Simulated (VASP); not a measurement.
VASP ran on this input.

### POSCAR
```
Y2InNi2
1.0
  1.9273450000  -7.0824900000   0.0000000000
  1.9273450000   7.0824900000   0.0000000000
  0.0000000000   0.0000000000   3.7188300000
Y In Ni
2 1 2
Cart
  1.9273450000   1.9386191628   1.8594150000
  1.9273450000  -1.9386191628   1.8594150000
  0.0000000000   0.0000000000   0.0000000000
  1.9273450000  -4.2489274008   0.0000000000
  1.9273450000   4.2489274008   0.0000000000
```

### INCAR
```
LMAXMIX = 4
SIGMA = 0.272
ALGO = Normal   # blocked Davidson
ISMEAR = 0
GGA = PS   # PBEsol
PREC = Accurate
ISIF = 2
LCHARG = .False.
LWAVE = .False.
SYSTEM = Y2InNi2
NELM = 100   # most electronic steps
LREAL = .False.   # projection in real space or not
LASPH = .True.   # aspherical one-centre terms
ENCUT = 300
EDIFF = 1E-6   # SCF stop (eV)
```

### KPOINTS
```
Automatic mesh
0
Gamma
5 5 5
0 0 0
```

POTCAR, in this order: Y_sv In_d Ni (PBE.64 set). Program: vasp_std.

Task: Write an equivalent input for Quantum ESPRESSO's pw.x.

Result: One equivalent input (not run):
```
&CONTROL
  calculation = 'scf'
  pseudo_dir = './pseudo'
  outdir = './out'
  tprnfor = .true.
  tstress = .true.
/
&SYSTEM
  ibrav = 0
  nat = 5
  ntyp = 3
  ecutwfc = 98
  occupations = 'smearing'
  smearing = 'gaussian'
  degauss = 0.01999
  input_dft = 'pbesol'
/
&ELECTRONS
  conv_thr = 7.3e-08
  electron_maxstep = 100
/
ATOMIC_SPECIES
  Y 88.906 Y.upf
  In 114.818 In.upf
  Ni 58.693 Ni.upf
CELL_PARAMETERS angstrom
     1.9273450   -7.0824900    0.0000000
     1.9273450    7.0824900    0.0000000
     0.0000000    0.0000000    3.7188300
ATOMIC_POSITIONS crystal
  Y    0.3631400  0.6368600  0.5000000
  Y    0.6368600  0.3631400  0.5000000
  In   0.0000000  0.0000000  0.0000000
  Ni   0.7999600  0.2000400  0.0000000
  Ni   0.2000400  0.7999600  0.0000000
K_POINTS automatic
  5 5 5 0 0 0
```
The two are equivalent in intent, not identical: the potentials are each code's own (VASP's PAW set, PseudoDojo norm-conserving files in pw.x), so ENCUT and ecutwfc are chosen apart and not converted; conv_thr bounds pw.x's estimated SCF error, while EDIFF bounds the energy change between steps.

The structure comes from a computed database's Y2InNi2 entry; how it stands against other phases isn't given here. The cell was not relaxed at this level. The k-mesh is coarse (spacing up to 0.34 per Å, 2π included), so the numbers may not be converged in it. The run is one of a series of settings (GGA = PS, POTCAR Y_sv In_d Ni (PBE.64 set) against the base run), some of them coarse on purpose.
